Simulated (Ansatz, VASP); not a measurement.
**Li (Lithium) in two plane-wave programs**

Wanted: the spread between two codes on one cell, functional and k mesh. The cell is taken from a series of VASP runs on this material, whose earlier steps may have relaxed, scaled or displaced it; both programs get it as it stands.

Program: Ansatz 0.2.0. Level of theory: plane waves, with VASP 6.6.1 beside it; band structure at LDA. Results are calculated unless marked as measured.

## Step 1: Set-up

The structure is cubic, space group Im-3m (No. 229). The conventional cell has a = 3.413 Å, b = 3.413 Å, c = 3.413 Å, α = 90.00°, β = 90.00°, γ = 90.00°. Nearest to Li lie 8 Li at 2.96 Å.

## Step 2: VASP: band structure, LDA

A single point gives forces, pressure and levels at one fixed geometry, so differences don't come from the geometry; what else differs is listed under the comparison.

Lines of VASP's logs that name or quote its potential files are left out, and so is its time.

INCAR

```
SYSTEM = Li
PREC = Accurate
ENCUT = 650
EDIFF = 1E-06
NELM = 100
ISMEAR = -1
SIGMA = 0.05
LREAL = .FALSE.
ALGO = Normal
GGA = CA
NBANDS = 12
LORBIT = 11
LWAVE = .FALSE.
LCHARG = .FALSE.
KPAR = 2
```

POSCAR

```
Li
1.0
   -1.7065529839      1.7065529839      1.7065529839
    1.7065529839     -1.7065529839      1.7065529839
    1.7065529839      1.7065529839     -1.7065529839
Li
1
Direct
    0.0000000000      0.0000000000      0.0000000000
```

KPOINTS

```
Automatic mesh
0
Gamma
11 11 11
0 0 0
```

KPOINTS_OPT

```
Line mode
16
Line-mode
Reciprocal
  0.00000000   0.00000000   0.00000000 GAMMA
  0.50000000  -0.50000000   0.50000000 H

  0.50000000  -0.50000000   0.50000000 H
  0.00000000   0.00000000   0.50000000 N

  0.00000000   0.00000000   0.50000000 N
  0.00000000   0.00000000   0.00000000 GAMMA

  0.00000000   0.00000000   0.00000000 GAMMA
  0.25000000   0.25000000   0.25000000 P

  0.25000000   0.25000000   0.25000000 P
  0.50000000  -0.50000000   0.50000000 H

  0.25000000   0.25000000   0.25000000 P
  0.00000000   0.00000000   0.50000000 N
```

PAW data sets: Li_sv (LDA family, release 64).

Command:

```
$ mpirun -np 2 vasp_std
```

Log:

```text
[banner, memory and clock lines left out]
running    2 mpi-ranks, on    1 nodes
 distrk:  each k-point on    1 cores,    2 groups
 distr:  one band on    1 cores,    1 groups

 POSCAR found type information on POSCAR Li
 POSCAR found :  1 types and       1 ions
 LDA part: xc-table for (Slater(with rela. corr.)+CA(PZ))
 , standard interpolation
 POSCAR, INCAR and KPOINTS ok, starting setup
 FFT: planning ... GRIDC
 FFT: planning ... GRID_SOFT
 FFT: planning ... GRID
 WAVECAR not read
 entering main loop
       N       E                     dE             d eps       ncg     rms          rms(c)
DAV:   1     0.286601604192E+01    0.28660E+01   -0.75020E+02  1352   0.197E+02
DAV:   2    -0.189557592244E+01   -0.47616E+01   -0.45365E+01  1708   0.454E+01
DAV:   3    -0.204674519346E+01   -0.15117E+00   -0.15096E+00  1752   0.624E+00
DAV:   4    -0.204905501914E+01   -0.23098E-02   -0.23098E-02  1540   0.695E-01
DAV:   5    -0.204909989327E+01   -0.44874E-04   -0.44874E-04  1720   0.731E-02    0.215E-01
DAV:   6    -0.204816965440E+01    0.93024E-03   -0.36326E-04  2064   0.535E-02    0.120E-01
DAV:   7    -0.204772428655E+01    0.44537E-03   -0.74629E-04  2160   0.784E-02    0.293E-02
DAV:   8    -0.204772704832E+01   -0.27618E-05   -0.11880E-05  1592   0.202E-02    0.796E-04
DAV:   9    -0.204772709533E+01   -0.47011E-07   -0.33182E-07  1300   0.351E-03
   1 F= -.20477271E+01 E0= -.20458090E+01  d E =-.383619E-02
 Start KPOINTS_OPT (optional k-point list driver)
k-point batch [1-56\96]
       N       E                     dE             ncg
DAV:   1    -0.479351798187E+04   -0.96964E+04     1344
DAV:   2    -0.501820013794E+04   -0.22468E+03     1808
DAV:   3    -0.502419305210E+04   -0.59929E+01     1728
DAV:   4    -0.502426687494E+04   -0.73823E-01     1544
DAV:   5    -0.502426833532E+04   -0.14604E-02     1720
DAV:   6    -0.502426836408E+04   -0.28756E-04     1524
DAV:   7    -0.502426836460E+04   -0.51672E-06     1380
k-point batch [57-96\96]
       N       E                     dE             ncg
DAV:   1    -0.310353690005E+04   -0.87877E+04      968
DAV:   2    -0.325072962616E+04   -0.14719E+03     1336
DAV:   3    -0.325282986839E+04   -0.21002E+01     1308
DAV:   4    -0.325284334150E+04   -0.13473E-01     1164
DAV:   5    -0.325284347475E+04   -0.13325E-03     1212
DAV:   6    -0.325284347669E+04   -0.19426E-05     1208
DAV:   7    -0.325284347672E+04   -0.30362E-07     1132
```

OUTCAR, selected parts (step 2):

```text
ion  position               nearest neighbor table
   1  0.000  0.000  0.000-

  LATTYP: Found a body centered cubic cell.
 ALAT       =     3.4131059678

 Subroutine GETGRP returns: Found 48 space group operations
 (whereof 48 operations were pure point group operations)

The static configuration has the point symmetry O_h .

 Found     56 irreducible k-points:

   k-points           NKPTS =     56   k-points in BZ     NKDIM =     56   number of bands    NBANDS=     12

   dimension x,y,z NGX =    28 NGY =   28 NGZ =   28
   dimension x,y,z NGXF=    56 NGYF=   56 NGZF=   56

   ENCUT  =  650.0 eV  47.77 Ry    6.91 a.u.   6.14  6.14  6.14*2*pi/ulx,y,z

   NELECT =       3.0000    total number of electrons

 k-points in reciprocal lattice and weights: Automatic mesh
   0.00000000  0.00000000  0.00000000       0.001
   0.09090909  0.00000000  0.00000000       0.009
   0.18181818  0.00000000  0.00000000       0.009
   0.27272727  0.00000000  0.00000000       0.009
   0.36363636  0.00000000  0.00000000       0.009
   0.45454545  0.00000000  0.00000000       0.009
   0.09090909  0.09090909  0.00000000       0.018
   0.18181818  0.09090909  0.00000000       0.036
   0.27272727  0.09090909  0.00000000       0.036
[...]
-0.45454545 -0.45454545  0.36363636       0.006
  -0.45454545  0.45454545  0.45454545       0.005

 average (electrostatic) potential at core
       1 -67.7953

 E-fermi :   0.6770

 k-point     1 :       0.0000    0.0000    0.0000
  band No.  band energies     occupation
      1     -44.9377      2.00000
      2      -2.8683      2.00000
      3      15.1995      0.00000
      4      15.1995      0.00000
      5      15.1995      0.00000
      6      20.2603      0.00000
      7      20.2603      0.00000
    ...

 k-point     2 :       0.0909    0.0000    0.0000
  band No.  band energies     occupation
      1     -44.9357      2.00000
      2      -2.7125      2.00000
      3      14.1845      0.00000
      4      14.5010      0.00000
      5      14.9439      0.00000
      6      18.5336      0.00000
      7      18.7331      0.00000
    ...

 k-point     3 :       0.1818    0.0000    0.0000
  band No.  band energies     occupation
      1     -44.9307      2.00000
      2      -2.2471      2.00000
      3      11.5856      0.00000
      4      13.2671      0.00000
      5      14.2794      0.00000
      6      17.0774      0.00000
      7      17.6529      0.00000
    ...

  Total       -0.1032134     -0.1032134     -0.1032134     -0.0000000     -0.0000000     -0.0000000
  in kB       -8.3181650     -8.3181650     -8.3181650     -0.0000000     -0.0000000     -0.0000000
  external PRESSURE =      -8.3181650 kB  Pullay stress =       0.0000000 kB

  energy-cutoff  :      650.00
  volume of cell :       19.88
      direct lattice vectors                 reciprocal lattice vectors
    -1.706552984  1.706552984  1.706552984     0.000000000  0.292988266  0.292988266
     1.706552984 -1.706552984  1.706552984     0.292988266  0.000000000  0.292988266
     1.706552984  1.706552984 -1.706552984     0.292988266  0.292988266  0.000000000

 POSITION                                       TOTAL-FORCE (eV/Angst)
 -----------------------------------------------------------------------------------
      0.00000      0.00000      0.00000         0.000000      0.000000     -0.000000
 -----------------------------------------------------------------------------------
    total drift:                               -0.000000     -0.000000     -0.000000

  FREE ENERGIE OF THE ION-ELECTRON SYSTEM (eV)
  ---------------------------------------------------
  free  energy   TOTEN  =        -2.0477270953 eV

  energy  without entropy=       -2.0438909008  energy(sigma->0) =       -2.04580900

 total charge
# of ion       s       p       d       tot
------------------------------------------
    1        2.033   0.050   0.000   2.083

[... 3 further parts left out ...]
```

The run ends at a pressure of -0.83 GPa.

## Step 3: Ansatz: band structure, LDA

Ansatz runs on its default PAW (the set named soft_2) files.

The same cell, functional (in two slightly different forms), mesh and smearing now go to Ansatz, which takes its cutoff from its data sets.

input.yaml

```yaml
crystal:
  lattice:
    - [-1.7065529839, 1.7065529839, 1.7065529839]
    - [1.7065529839, -1.7065529839, 1.7065529839]
    - [1.7065529839, 1.7065529839, -1.7065529839]
  atoms:
    - { symbol: Li, position: [0.0, 0.0, 0.0] }
hamiltonian:
  xc: lda
  pseudopotentials: { kind: paw }
kpoints:
  mp_grid: { grid: [11, 11, 11] }
  band_path:
    path:
      - [0.0, 0.0, 0.0]
      - [0.1, -0.1, 0.1]
      - [0.2, -0.2, 0.2]
      - [0.3, -0.3, 0.3]
      - [0.43333, -0.43333, 0.43333]
      - [0.5, -0.5, 0.5]
      - [0.4, -0.4, 0.5]
      - [0.3, -0.3, 0.5]
      - [0.16667, -0.16667, 0.5]
      - [0.06667, -0.06667, 0.5]
      - [0.0, 0.0, 0.5]
      - [0.0, 0.0, 0.36667]
      - [0.0, 0.0, 0.26667]
      - [0.0, 0.0, 0.16667]
      - [0.0, 0.0, 0.06667]
      - [0.01667, 0.01667, 0.01667]
      - [0.06667, 0.06667, 0.06667]
      - [0.11667, 0.11667, 0.11667]
      - [0.16667, 0.16667, 0.16667]
      - [0.23333, 0.23333, 0.23333]
      - [0.26667, 0.2, 0.26667]
      - [0.31667, 0.05, 0.31667]
      - [0.38333, -0.15, 0.38333]
      - [0.43333, -0.3, 0.43333]
      - [0.48333, -0.45, 0.48333]
      - [0.23333, 0.23333, 0.26667]
      - [0.16667, 0.16667, 0.33333]
      - [0.11667, 0.11667, 0.38333]
      - [0.06667, 0.06667, 0.43333]
      - [0.0, 0.0, 0.5]
    npoints: 1
scf:
  occupations: { method: fermi_dirac, width: 0.05 }
  n_extra_bands: 6
output:
  forces: true
  stress: true
  eigenvalues: true
```

Command:

```
$ ansatz run input.yaml --threads 2 --pin off --max-ram 4608MiB --backend cpu --events-out ev --progress --plain --runs-dir out
```

Log:

```text
scf.n_extra_bands = 6 over 2 filled bands (N_el = 3.0): the run solves 8 bands
Engine: ansatz 0.2.0, aarch64-unknown-linux-gnu
Pseudopotentials: kind: paw
Pseudopotential: Li, paw, valence charge 3, recommended cutoff 420 eV (normal), Li.paw.azcp
Functional definition: SPW92
  exchange = slater_x
  correlation = pw_c
Crystal: 1 atoms, lattice volume = 19.880 Å³
Basis set: ecut = 420 eV, 381 PW (Γ)
Bands: 8, of which v1, the nominal top of the filled ones, is band 2 counted from 1 (1 counted from 0)
Symmetry: 48 space group operations
Space group: Im-3m (ITA 229), of the structure as read, at distance tolerance 2.7e-5 Å
k-points: 56 of 1331
Non-local potential: Li, projectors of the file, l = 0: 3, l = 1: 2, l = 2: 1
PAW form: soft (Blöchl's): semilocal exchange-correlation on the pseudo side does not see the compensation charge
PAW one-centre angular grid: Li, 110 points (default); XC on 64 Gauss nodes
Initial density: superposition of atomic densities (neutral atoms: chi_scale 0, normalization atom), corrected by the library's trained network
Initial wavefunctions: pseudopotential atomic-orbital guess
Functional: x = slater, c = lda
SCF iter   1: F=—  HF=-201.647765 eV  |F-HF|=—  |Δ(HF+E_count)|=         —  Δρ=4.42e-3  dr2=1.04e-3  ethr=1.77e-3  ⟨swp⟩=3.8  Hψ=2935  notcnv=0  defer=17
preconditioner: auto → none  [insulator: Δε(μ)=0.198 eV  Ē_g=13.836 eV  σ=0.050 eV  W_gap=0.59  n_scr=0 (ndim 8)  ℏωp=8.3 eV  f_vac=0.000  D(μ)=0.49/eV (n_scr^D=0)  ε∞_Penn≈1.4]
SCF iter   2: F=—  HF=-201.644095 eV  |F-HF|=—  |Δ(HF+E_count)|=   3.67e-3  Δρ=1.72e-3  dr2=1.57e-4  ethr=3.48e-5  ⟨swp⟩=2.0  Hψ=1217  notcnv=0  defer=41
SCF iter   3: F=—  HF=-201.643480 eV  |F-HF|=—  |Δ(HF+E_count)|=   6.15e-4  Δρ=6.84e-5  dr2=1.12e-6  ethr=5.23e-6  ⟨swp⟩=2.0  Hψ=636  notcnv=0  defer=41
SCF iter   4: F=—  HF=-201.643481 eV  |F-HF|=—  |Δ(HF+E_count)|=   5.13e-7  Δρ=3.77e-6  dr2=2.98e-9  ethr=3.72e-8  ⟨swp⟩=1.0  Hψ=370  notcnv=0  defer=41
iter 5 did not close the SCF: its close was put off for the readings that it lacked (scf_convergence_deferred on its scf_iter line)
SCF iter   5: F=-201.643481 eV  HF=-201.643481 eV  |F-HF|=1.36e-12  |Δ(HF+E_count)|=   1.45e-9  Δρ=9.53e-8  dr2=9.48e-13  ethr=9.93e-11  ⟨swp⟩=1.4  Hψ=394  notcnv=0  defer=41
SCF iter   6: F=-201.643481 eV  HF=-201.643481 eV  |F-HF|=5.68e-14  |Δ(HF+E_count)|=  8.81e-13  Δρ=3.92e-9  dr2=1.03e-15  ethr=1.00e-12  ⟨swp⟩=3.8  Hψ=1742  notcnv=0
SCF 1 converged in 6 iterations: F = -201.643481 eV  dr2 = 1.03e-15
  greatest PAW one-centre occupation: 1.000 electrons in one spin orbital (limit 2), on the Li atom at site 0 (counted from 0), in its partial waves of l = 0
NSCF: frozen V_eff on 30 k-points
SCF converged after 6 iterations
Free energy (F): -201.643481 eV
Harris-Foulkes:  -201.643481 eV  (|F-HF|=5.68e-14)
Internal energy: -201.639654 eV  (E = F + TS)
E sigma→0 (E₀):  -201.641567 eV
Entropy (-TS):   -0.003827 eV (-3.827 meV/atom)
Fermi energy:    0.984101 eV
--- Per-component energies (eV) ---
  E_band       = -89.579563
  E_kinetic    = 21.220515
  E_local      = -131.169648  (includes V_loc(G=0)·N_el)
  E_nonlocal   = -33.081420
  E_hartree    = 38.810339
  E_xc         = -9.861775
  E_vxc        = -12.850827  (∫ρ·V_xc dr)
  E_paw        = -18.466207  (= ΣΔE_a)
  E_vpaw       = -11.318878  (= ΣTr[D̂ρ^β])
  E_aug_tail   = 0.000017  (compensation charges beyond the density's cutoff)
  E_ewald      = -69.091474
  E_smearing   = -0.003827  (= −TS)
  E_closure    = 0.000000  (closes the sum)
  Σ components = -201.643481   (vs F -201.643481, Δ=0.00e0)
--- Forces (eV/Å), atoms counted from 1 ---
  atom   1  Li     0.00000000     0.00000000    -0.00000000
  max |Σ_I F_I| component: 1.31e-32 eV/Å
--- Stress (GPa, compression-positive) ---
       -0.638146      -0.000000      -0.000000
       -0.000000      -0.638146      -0.000000
        0.000000       0.000000      -0.638146
  P = ⅓ Tr σ = -0.6381 GPa (-6.381 kbar)
--- Band table (eV; the first three rows and the last of 56) ---
  k-point 0: bands = ["-44.6093", "-2.5637", "15.5012", "15.5012", "15.5012", "20.5624", "20.5624", "20.5624"]
  k-point 1: bands = ["-44.6075", "-2.4088", "14.4893", "14.8039", "15.2461", "18.8393", "19.0377", "20.6301"]
  k-point 2: bands = ["-44.6025", "-1.9436", "11.8926", "13.5713", "14.5829", "17.3834", "17.9630", "20.4676"]
  k-point 55: bands = ["-44.5709", "5.4952", "6.5683", "6.5683", "9.0066", "10.0213", "14.7725", "28.8691"]
```

Elapsed: 0.41 s, on 2 threads of Arm Neoverse V2, shared host; peak memory 0.22 GiB; 0.69 s of CPU time.

## Step 4: Differences

Known differences besides the potentials themselves: the two LDA forms differ slightly; the cutoff is 420 eV in Ansatz and 650 eV in VASP; VASP's log shows a relativistic correction to its local exchange, Ansatz's none. Total energies have different zeros and are not compared.

Compared:

```csv
quantity,Ansatz,VASP,difference
pressure (GPa),-0.64,-0.83,+0.19
```

Levels from 3 eV below to 2 eV above the Fermi level differ by 2 meV r.m.s. and 3 meV at most; each VASP level is matched to the nearest of Ansatz, which flatters the figure a little.

## Step 5: Summary of results

| Property | Result |
| --- | --- |
| r.m.s. difference of levels near the Fermi level (band structure, LDA) | 2.0 meV |

In words: The r.m.s. difference of levels near the Fermi level is 2.0 meV (band structure, LDA), within the 80 meV picked in this series as the mark of a large difference. How closely two codes agree says nothing of how well the functional describes the real material.

[Lines on the potential files, build, host, timing and source positions are cut from VASP's logs without a mark.]

[Logs are printed without paths, hosts, clocks, repeated set-up lines and the standing remarks that a program may print on its own settings, such as how far it seeks lower states.]

[Hosts, paths, dates, database ids (printed as entryN), source tags and the programs' standing remarks are cut or masked in the printed files.]
